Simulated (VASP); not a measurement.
Computed with LDA (Ceperley-Alder, Perdew-Zunger), VASP's LDA PAW potentials (set 64) (plane waves; VASP 6.6.1).

VASP input:

### KPOINTS
```
K-points
0
G
 10 10 5
```

File POSCAR:
```
GaN
1
    1.6103810545    -2.7892617682     0.0000000000
    1.6103810545     2.7892617682     0.0000000000
    0.0000000000     0.0000000000     5.2466523771
Ga N
2 2
Direct
  0.6666670000   0.3333330000   0.5001952526
  0.3333330000   0.6666670000   0.0001952526
  0.6666670000   0.3333330000   0.8768047474
  0.3333330000   0.6666670000   0.3768047474
```

### INCAR
```
SYSTEM = GaN
PREC = Accurate; ENCUT = 520; LREAL = .False.
LASPH = .True.
EDIFF = 1E-7; NELM = 100; ALGO = Normal
LMAXMIX = 4
ISMEAR = 0; SIGMA = 0.05
IBRION = 2; NSW = 30; ISIF = 4
EDIFFG = -0.01
LWAVE = .False.; LCHARG = .False.
```

POTCAR, in this order: Ga_d N (LDA.64 set). Program: vasp_std.

Q: What does the run give for the energy per atom (σ→0)?

A: 
| Property | Value |
|---|---|
| energy per atom (σ→0) | -6955 meV/atom |

### OSZICAR
```
...
       N       E                     dE             d eps       ncg     rms          rms(c)
DAV:   1    -0.278203515828E+02   -0.11740E-03   -0.49251E-03  1896   0.584E-01    0.632E-02
DAV:   2    -0.278202901836E+02    0.61399E-04   -0.34195E-04  2310   0.259E-01    0.383E-02
DAV:   3    -0.278202429832E+02    0.47200E-04   -0.85662E-05  2780   0.143E-01    0.389E-03
DAV:   4    -0.278202447922E+02   -0.18090E-05   -0.21691E-05  1950   0.453E-02    0.266E-03
DAV:   5    -0.278202445902E+02    0.20197E-06   -0.86960E-07  2374   0.968E-03    0.780E-04
DAV:   6    -0.278202446004E+02   -0.10197E-07   -0.21698E-07  1736   0.463E-03
   2 F= -.27820245E+02 E0= -.27820245E+02  d E =-.104547E-04
```

The compound is GaN in the wurtzite structure. This cell is one point of a volume scan, at 1.06 of the reference volume. Symmetry was kept, so distortions that lower it aren't found.
